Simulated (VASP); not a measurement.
VASP input:

### KPOINTS
```
Regular mesh
0
Gamma
8 8 8
```

**POSCAR**
```
CdTe
1
    0.0000000000     3.4056570687     3.4056570687
    3.4056570687     0.0000000000     3.4056570687
    3.4056570687     3.4056570687     0.0000000000
Cd Te
1 1
Direct
  0.0000000000   0.0000000000   0.0000000000
  0.2500000000   0.2500000000   0.2500000000
```

INCAR:
```
ISIF=2   # forces and stress, cell fixed
ENCUT=520
LCHARG=.True.
LREAL=.False.
ISMEAR=-5   # tetrahedra, Bloechl
GGA=ML
LASPH=.True.   # aspherical one-centre terms
ALGO=Normal   # blocked Davidson
PREC=Accurate
NEDOS=601   # DOS grid
LWAVE=.False.
NELM=100   # most electronic steps
AGGAC=0.0
SYSTEM=CdTe
ZAB_VDW=-1.8867
LORBIT=11
EDIFF=1E-7
LUSE_VDW=.True.
LMAXMIX=4   # l cut-off of mixed one-centre charges
```

POTCAR, in this order: Cd Te (PBE.64 set). Program: vasp_std.

Write an equivalent input for Quantum ESPRESSO's pw.x.

One equivalent input (not run):
```
&CONTROL
  calculation = 'scf'
  pseudo_dir = './pseudo'
  outdir = './out'
  tprnfor = .true.
  tstress = .true.
/
&SYSTEM
  ibrav = 0
  nat = 2
  ntyp = 2
  ecutwfc = 102
  occupations = 'tetrahedra'
  input_dft = 'vdw-df2'
/
&ELECTRONS
  conv_thr = 7.3e-09
  electron_maxstep = 100
/
ATOMIC_SPECIES
  Cd 112.414 Cd.upf
  Te 127.600 Te.upf
CELL_PARAMETERS angstrom
     0.0000000    3.4056571    3.4056571
     3.4056571    0.0000000    3.4056571
     3.4056571    3.4056571    0.0000000
ATOMIC_POSITIONS crystal
  Cd   0.0000000  0.0000000  0.0000000
  Te   0.2500000  0.2500000  0.2500000
K_POINTS automatic
  8 8 8 0 0 0
```
The two are equivalent in intent, not identical: the potentials are each code's own (VASP's PAW set, PseudoDojo norm-conserving files in pw.x), so ENCUT and ecutwfc are chosen apart and not converted; conv_thr bounds pw.x's estimated SCF error, while EDIFF bounds the energy change between steps.

The compound is CdTe in the zinc blende structure. It was relaxed first, which changed the volume by +16 %.
